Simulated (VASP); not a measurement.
# Pt under biaxial strain in the (001) plane

Wanted: the elastic response of Pt to biaxial strain in the (001) plane, with a fit that predicts a row left out.

Program: VASP 6.6.1. Level of theory: PBEsol; plane waves and PAW (Pt), in the first sound run; inputs show where later runs differ. Results are calculated unless marked as measured.

### 1. The structure

Symmetry: Fm-3m, No. 225, cubic system. Conventional cell: a = 3.920 Å, b = 3.920 Å, c = 3.920 Å, α = 90.00°, β = 90.00°, γ = 90.00°. Nearest to Pt lie 12 Pt at 2.77 Å.

As a file:

```xyz
1
Lattice="0.0000 1.9600 1.9600 1.9600 0.0000 1.9600 1.9600 1.9600 0.0000" Properties=species:S:1:pos:R:3 pbc="T T T"
Pt    0.0000    0.0000    0.0000
```

### 2. Relax the crystal, PBEsol

The series starts from the cell that this level prefers, so that zero strain is near zero stress.

Level: PBEsol; plane waves and PAW (Pt).

Input file INCAR:

```
SYSTEM = Pt
PREC = Accurate
ENCUT = 450
EDIFF = 1E-07
NELM = 120
ISMEAR = 1
SIGMA = 0.15
LREAL = .FALSE.
ALGO = Normal
GGA = PS
NBANDS = 11
LASPH = .TRUE.
LORBIT = 11
LWAVE = .FALSE.
LCHARG = .FALSE.
KPAR = 8
IBRION = 2
NSW = 40
ISIF = 3
EDIFFG = -0.005
POTIM = 0.4
```

Input file POSCAR:

```
Pt
1.0
    0.0000000000      1.9600000000      1.9600000000
    1.9600000000      0.0000000000      1.9600000000
    1.9600000000      1.9600000000      0.0000000000
Pt
1
Direct
    0.0000000000      0.0000000000      0.0000000000
```

Input file KPOINTS:

```
Automatic mesh
0
Gamma
26 26 26
0 0 0
```

Potentials, in the order of the species: Pt (PBE family, release 64).

Launch:

```bash
mpirun -np 8 vasp_std
```

Log:

```text
[banner, memory and clock lines left out]
running    8 mpi-ranks, on    1 nodes
[...]
|                                                                             |
|           W    W    AA    RRRRR   N    N  II  N    N   GGGG   !!!           |
|           W    W   A  A   R    R  NN   N  II  NN   N  G    G  !!!           |
|           W    W  A    A  R    R  N N  N  II  N N  N  G       !!!           |
|           W WW W  AAAAAA  RRRRR   N  N N  II  N  N N  G  GGG   !            |
|           WW  WW  A    A  R   R   N   NN  II  N   NN  G    G                |
|           W    W  A    A  R    R  N    N  II  N    N   GGGG   !!!           |
|                                                                             |
|     For optimal performance we recommend to set                             |
|       NCORE = 2 up to number-of-cores-per-socket                            |
|     NCORE specifies how many cores store one orbital (NPAR=cpu/NCORE).      |
|     This setting can greatly improve the performance of VASP for DFT.       |
[...]
DAV:   4    -0.696264120502E+01   -0.27538E-04   -0.74964E-05 12688   0.569E-02    0.758E-03
DAV:   5    -0.696264070143E+01    0.50359E-06   -0.11866E-06 12865   0.986E-03    0.197E-03
DAV:   6    -0.696264110827E+01   -0.40684E-06   -0.64851E-08 13026   0.157E-03    0.284E-04
DAV:   7    -0.696264109547E+01    0.12800E-07   -0.15863E-09  6239   0.289E-04
   2 F= -.69626411E+01 E0= -.69620253E+01  d E =0.382317E-03
 trial-energy change:    0.000382  1 .order    0.000395   -0.000685    0.001476
 step:   0.3249(harm=  0.3169)  dis= 0.00000  next Energy=    -6.963135 (dE=-0.112E-03)
[...]
N       E                     dE             d eps       ncg     rms          rms(c)
DAV:   1    -0.696622573160E+01   -0.35846E-02   -0.63848E-02 11701   0.236E+00    0.388E-01
DAV:   2    -0.696330383837E+01    0.29219E-02   -0.79288E-03 11641   0.677E-01    0.159E-01
DAV:   3    -0.696313082293E+01    0.17302E-03   -0.77362E-04 12889   0.201E-01    0.840E-02
DAV:   4    -0.696313621102E+01   -0.53881E-05   -0.30395E-05 12641   0.357E-02    0.284E-03
DAV:   5    -0.696313622017E+01   -0.91517E-08   -0.38329E-07 13453   0.490E-03
   3 F= -.69631362E+01 E0= -.69625045E+01  d E =-.112807E-03
[...]
reached required accuracy - stopping structural energy minimisation
```

Elapsed: 8.4 s, on 8 MPI ranks of AMD EPYC 9R45, shared host; peak memory 1.3 GiB; 64 s of CPU time.

The logs omit lines about the potential files and the build; timing stands in the text.

OUTCAR, selected parts (step 2):

```text
  Total        0.0025225      0.0025225      0.0025225      0.0000000      0.0000000      0.0000000
  in kB        0.2691487      0.2691487      0.2691487      0.0000000      0.0000000      0.0000000
  external PRESSURE =       0.2691487 kB  Pullay stress =       0.0000000 kB

 POSITION                                       TOTAL-FORCE (eV/Angst)
 -----------------------------------------------------------------------------------
      0.00000      0.00000      0.00000         0.000000      0.000000      0.000000
 -----------------------------------------------------------------------------------
    total drift:                                0.000000     -0.000000     -0.000000

  FREE ENERGIE OF THE ION-ELECTRON SYSTEM (eV)
  ---------------------------------------------------
  free  energy   TOTEN  =        -6.9631362202 eV

  energy  without entropy=       -6.9612409576  energy(sigma->0) =       -6.96250447

 reached required accuracy - stopping structural energy minimisation

[... 3 further parts left out ...]
[key lines of the parts left out:]
E-fermi :  11.1756
```

Numbers from this step:

```
energy(sigma→0) of the program : -6.9625 eV
stress, compression positive   : xx, yy, zz 0.03, 0.03, 0.03 GPa
volume                         : 15.016 Å³
ionic steps                    : 3
```

### 3. Strain along the normal, PBEsol

One member in full: the plane is strained by -1.5 %, and the strain along the normal is moved by secant steps until the normal stress is under 0.012 GPa or five steps are spent; the atoms relax at each step.

This step took 3 runs, each at a new trial strain with the atoms of the one before; the last is shown.

Level: PBEsol; plane waves and PAW (Pt).

INCAR, as its differences from that of step 2:

```diff
@@ -15,7 +15,7 @@
 LCHARG = .FALSE.
-KPAR = 8
-IBRION = 2
-NSW = 40
-ISIF = 3
-EDIFFG = -0.005
-POTIM = 0.4
+KPAR = 2
+IBRION = 1
+NSW = 25
+ISIF = 2
+EDIFFG = -0.004
+POTIM = 0.3
```

Input file POSCAR:

```
Pt
1.0
    0.0000000000      1.9287383460      1.9995026430
    1.9287383460      0.0000000000      1.9995026430
    1.9287383460      1.9287383460      0.0000000000
Pt
1
Direct
    0.0000000000      0.0000000000      0.0000000000
```

KPOINTS is that of step 2.

Launch:

```bash
mpirun -np 2 vasp_std
```

Log:

```text
[banner, memory and clock lines left out]
running    2 mpi-ranks, on    1 nodes
[...]
[... a notice as in an earlier step ...]

 LDA part: xc-table for (Slater+PW92), standard interpolation
 POSCAR, INCAR and KPOINTS ok, starting setup
[...]
entering main loop
       N       E                     dE             d eps       ncg     rms          rms(c)
DAV:   1     0.341106846332E+02    0.34111E+02   -0.49018E+03 30738   0.744E+02
DAV:   2    -0.688237256965E+01   -0.40993E+02   -0.39264E+02 33608   0.165E+02
DAV:   3    -0.740598776884E+01   -0.52362E+00   -0.52056E+00 34204   0.176E+01
DAV:   4    -0.740797428512E+01   -0.19865E-02   -0.19864E-02 33776   0.128E+00
[...]
DAV:  10    -0.695719204363E+01   -0.44308E-05   -0.39361E-06 37386   0.138E-02    0.545E-03
DAV:  11    -0.695719226326E+01   -0.21962E-06   -0.51726E-08 28048   0.207E-03    0.122E-03
DAV:  12    -0.695719229608E+01   -0.32823E-07   -0.43719E-09 17273   0.511E-04
   1 F= -.69571923E+01 E0= -.69566621E+01  d E =-.695719E+01
 BRION: g(F)=  0.000E+00 g(S)=  0.000E+00
 reached required accuracy - stopping structural energy minimisation
```

Run time: 32 s. Hardware: 2 MPI ranks; peak memory 0.51 GiB; 62 s of CPU time.

OUTCAR, selected parts (step 3):

```text
  Total        0.4093292      0.4093292     -0.0005122      0.0000000      0.0000000     -0.0000000
  in kB       44.0843743     44.0843743     -0.0551619      0.0000000      0.0000000     -0.0000000
  external PRESSURE =      29.3711955 kB  Pullay stress =       0.0000000 kB

 POSITION                                       TOTAL-FORCE (eV/Angst)
 -----------------------------------------------------------------------------------
      0.00000      0.00000      0.00000         0.000000      0.000000      0.000000
 -----------------------------------------------------------------------------------
    total drift:                               -0.000000     -0.000000     -0.000000

  FREE ENERGIE OF THE ION-ELECTRON SYSTEM (eV)
  ---------------------------------------------------
  free  energy   TOTEN  =        -6.9571922961 eV

  energy  without entropy=       -6.9556017250  energy(sigma->0) =       -6.95666211

[... 1 part as in an earlier step ...]

[... 3 further parts left out ...]
[key lines of the parts left out:]
E-fermi :  11.3521
```

Numbers from this step:

```
energy(sigma→0) of the program : -6.9567 eV
stress, compression positive   : xx, yy, zz 4.41, 4.41, -0.01 GPa
ionic steps                    : 1
```

### 4. The whole series

The other members went through these steps as far as the tables show, with the same cutoff and, step by step, the same mesh; 25 runs are not shown. The session took 0.46 core hours (wall time by ranks) on a shared machine.

| in-plane strain (%) | strain along the normal (%) | in-plane stress, tension positive (GPa) | energy above the unstrained row, extrapolated to no smearing (meV/atom) |
| --- | --- | --- | --- |
| -2.000 | 2.813 | -6.166 | 10.757 |
| -1.500 | 2.114 | -4.408 | 5.836 |
| -1.000 | 1.414 | -2.804 | 2.514 |
| -0.500 | 0.710 | ? | ? |
| 0 | 0.005 | 0.000 | 0.000 |
| 0.500 | -0.709 | 1.189 | 0.559 |
| 1.000 | -1.428 | 2.249 | 2.138 |
| 1.500 | -2.155 | 3.176 | 4.634 |
| 2.000 | -2.891 | 3.971 | 7.923 |

### 5. A fit to the known rows

Fitting a parabola to the 8 known rows (e: strain in %) gives stress = − 0.2733 e² + 2.531 e − 0.003470 in GPa; the residuals are 0.0051 GPa r.m.s.

For the withheld row, e = -0.5, the fit gives -1.337 GPa.

### 6. Prediction against calculation

The calculation gives -1.338 GPa, so the prediction is 0.001 GPa too high.

Slopes at zero strain, from cubics through all rows: strain ratio -1.419, stress over strain 252 GPa.

### 7. Results

| Quantity | Value |
| --- | --- |
| error of the predicted stress | 0.001 GPa |
| ratio of normal to in-plane strain | -1.419 |
| biaxial modulus | 252 GPa |

**Reading.** As a check, the curvature of the energy gives 247 GPa for the same modulus (energy per volume = M × strain²), 2 % from the slope of the stress; these energies are extrapolated to no smearing, while the stress belongs to the free energy, so part of the difference may come from that. These are static values: temperature and zero-point motion are left out. In a metal the slopes also depend on mesh and smearing, which were held through the series.

[Lines on the potential files, build, host, timing and source positions are cut from VASP's logs without a mark.]

[Logs are printed without paths, hosts, clocks, repeated set-up lines and the standing remarks that a program may print on its own settings, such as how far it seeks lower states.]

[Hosts, paths, dates, database ids (printed as entryN), source tags and the programs' standing remarks are cut or masked in the printed files.]

[In band tables of VASP the shares of atoms and orbitals are scaled to a sum of 1 inside the atoms' spheres.]
